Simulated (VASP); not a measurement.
Computed with RPBE GGA, VASP's PBE PAW potentials (set 64) (plane waves; VASP).

A VASP calculation is set up with these files.

INCAR:
```
SYSTEM = Ag
LWAVE = .FALSE.
NELM = 100
EDIFF = 1E-7   # SCF stop (eV)
ISIF = 2   # forces and stress, cell fixed
LCHARG = .FALSE.
GGA = RP   # RPBE
LASPH = .TRUE.   # aspherical one-centre terms
LREAL = .FALSE.   # projection in real space or not
ENCUT = 520
LMAXMIX = 4   # l cut-off of mixed one-centre charges
PREC = Accurate
SIGMA = 0.1
ISMEAR = 1
ALGO = Normal   # blocked Davidson
```

File KPOINTS:
```
Automatic mesh
0
Gamma
15 15 15
0 0 0
```

**POSCAR**
```
Ag
1
    0.0000000000     2.1269469693     2.1269469693
    2.1269469693     0.0000000000     2.1269469693
    2.1269469693     2.1269469693     0.0000000000
Ag
1
Direct
  0.0000000000   0.0000000000   0.0000000000
```

POTCAR, in this order: Ag (PBE.64 set). Program: vasp_std.

What VASP printed:

### OUTCAR
```
 ion  position               nearest neighbor table
   1  0.000  0.000  0.000-
  LATTYP: Found a face centered cubic cell.
 ALAT       =     4.2538939386
 Subroutine PRICEL returns:
 Original cell was already a primitive cell.
 Subroutine GETGRP returns: Found 48 space group operations
The static configuration has the point symmetry O_h .
The dynamic configuration has the point symmetry O_h .
 Subroutine INISYM returns: Found 48 space group operations
 Subroutine IBZKPT returns following result:
 Found    120 irreducible k-points:

 Following reciprocal coordinates:
            Coordinates               Weight
  0.000000  0.000000  0.000000      1.000000
  0.066667  0.000000  0.000000      8.000000
  0.133333  0.000000  0.000000      8.000000
  0.200000  0.000000  0.000000      8.000000
  0.266667  0.000000  0.000000      8.000000
  0.333333  0.000000  0.000000      8.000000
  0.400000  0.000000  0.000000      8.000000
  0.466667  0.000000  0.000000      8.000000
  0.066667  0.066667  0.000000      6.000000
  0.133333  0.066667  0.000000     24.000000
  0.200000  0.066667  0.000000     24.000000
  0.266667  0.066667  0.000000     24.000000
  0.333333  0.066667  0.000000     24.000000
  0.400000  0.066667  0.000000     24.000000
  0.466667  0.066667  0.000000     24.000000
 -0.466667  0.066667  0.000000     24.000000
 -0.400000  0.066667  0.000000     24.000000
 -0.333333  0.066667  0.000000     24.000000
 -0.266667  0.066667  0.000000     24.000000
 -0.200000  0.066667  0.000000     24.000000
 -0.133333  0.066667  0.000000     24.000000
 -0.066667  0.066667  0.000000     12.000000
  0.133333  0.133333  0.000000      6.000000
  0.200000  0.133333  0.000000     24.000000
  0.266667  0.133333  0.000000     24.000000
  0.333333  0.133333  0.000000     24.000000
  0.400000  0.133333  0.000000     24.000000
  0.466667  0.133333  0.000000     24.000000
 -0.466667  0.133333  0.000000     24.000000
 -0.400000  0.133333  0.000000     24.000000
 -0.333333  0.133333  0.000000     24.000000
 -0.266667  0.133333  0.000000     24.000000
 -0.200000  0.133333  0.000000     24.000000
 -0.133333  0.133333  0.000000     12.000000
  0.200000  0.200000  0.000000      6.000000
  0.266667  0.200000  0.000000     24.000000
  0.333333  0.200000  0.000000     24.000000
  0.400000  0.200000  0.000000     24.000000
  0.466667  0.200000  0.000000     24.000000
 -0.466667  0.200000  0.000000     24.000000
   k-points           NKPTS =    120   k-points in BZ     NKDIM =    120   number of bands    NBANDS=      9
   number of dos      NEDOS =    301   number of ions     NIONS =      1
   total plane-waves  NPLWV =  13824
   dimension x,y,z NGX =    24 NGY =   24 NGZ =   24
   dimension x,y,z NGXF=    48 NGYF=   48 NGZF=   48
   ions per type =               1
   PREC   = accura    normal or accurate (medium, high low for compatibility)
   ISTART =      0    job   : 0-new  1-cont  2-samecut
   ICHARG =      2    charge: 1-file 2-atom 10-const
   ISPIN  =      1    spin polarized calculation?
   LNONCOLLINEAR =      F non collinear calculations
   LSORBIT =      F    spin-orbit coupling
   INIWAV =      1    electr: 0-lowe 1-rand  2-diag
   ENCUT  =  520.0 eV  38.22 Ry    6.18 a.u.   5.59  5.59  5.59*2*pi/ulx,y,z
   NELM   =    100;   NELMIN=  2; NELMDL= -5     # of ELM steps
   EDIFF  = 0.1E-06   stopping-criterion for ELM
   LREAL  =      F    real-space projection
   NLSPLINE    = F    spline interpolate recip. space projectors
   LMAXMIX     =    4 max onsite mixed and CHGCAR
   VOSKOWN=      0    Vosko Wilk Nusair interpolation
...
```

**OSZICAR**
```
       N       E                     dE             d eps       ncg     rms          rms(c)
DAV:   1     0.450508948763E+02    0.45051E+02   -0.56618E+03  2232   0.108E+03
DAV:   2    -0.197297432244E+01   -0.47024E+02   -0.44445E+02  2214   0.203E+02
DAV:   3    -0.235433876428E+01   -0.38136E+00   -0.38125E+00  2592   0.229E+01
DAV:   4    -0.235522548237E+01   -0.88672E-03   -0.88671E-03  2453   0.101E+00
DAV:   5    -0.235523249235E+01   -0.70100E-05   -0.70099E-05  2508   0.812E-02    0.367E+00
DAV:   6    -0.219555514684E+01    0.15968E+00   -0.81089E-01  2207   0.972E+00    0.269E+00
DAV:   7    -0.219290779209E+01    0.26474E-02   -0.48611E-03  2298   0.834E-01    0.156E+00
DAV:   8    -0.219204798956E+01    0.85980E-03   -0.11474E-03  2259   0.399E-01    0.467E-02
DAV:   9    -0.219206965877E+01   -0.21669E-04   -0.14538E-05  2571   0.410E-02    0.159E-02
DAV:  10    -0.219207742986E+01   -0.77711E-05   -0.70257E-06  2346   0.348E-02    0.165E-03
DAV:  11    -0.219207731096E+01    0.11890E-06   -0.67527E-08  1942   0.285E-03    0.766E-04
DAV:  12    -0.219207726266E+01    0.48291E-07   -0.11923E-08  1112   0.125E-03
   1 F= -.21920773E+01 E0= -.21920136E+01  d E =-.190952E-03
```

File OUTCAR:
```
------------------------ aborting loop because EDIFF is reached ----------------------------------------
  FORCE on cell =-STRESS in cart. coord.  units (eV):
  Direction    XX          YY          ZZ          XY          YZ          ZX
  --------------------------------------------------------------------------------------
  Total       -0.2291317     -0.2291317     -0.2291317     -0.0000000     -0.0000000      0.0000000
  in kB      -19.0763740    -19.0763740    -19.0763740     -0.0000000     -0.0000000      0.0000000
  external PRESSURE =     -19.0763740 kB  Pullay stress =       0.0000000 kB
  volume of cell :       19.24
      direct lattice vectors                 reciprocal lattice vectors
     0.000000000  2.126946969  2.126946969    -0.235078734  0.235078734  0.235078734
     2.126946969  0.000000000  2.126946969     0.235078734 -0.235078734  0.235078734
     2.126946969  2.126946969  0.000000000     0.235078734  0.235078734 -0.235078734
 POSITION                                       TOTAL-FORCE (eV/Angst)
 -----------------------------------------------------------------------------------
      0.00000      0.00000      0.00000         0.000000      0.000000      0.000000
 -----------------------------------------------------------------------------------
    total drift:                               -0.000000      0.000000      0.000000
  FREE ENERGIE OF THE ION-ELECTRON SYSTEM (eV)
  ---------------------------------------------------
  free  energy   TOTEN  =        -2.1920772627 eV

  energy  without entropy=       -2.1918863106  energy(sigma->0) =       -2.19201361
```
(Selected blocks of OUTCAR.)

The compound is Ag in the fcc structure. This cell is one point of a volume scan, at 1.03 of the reference volume.
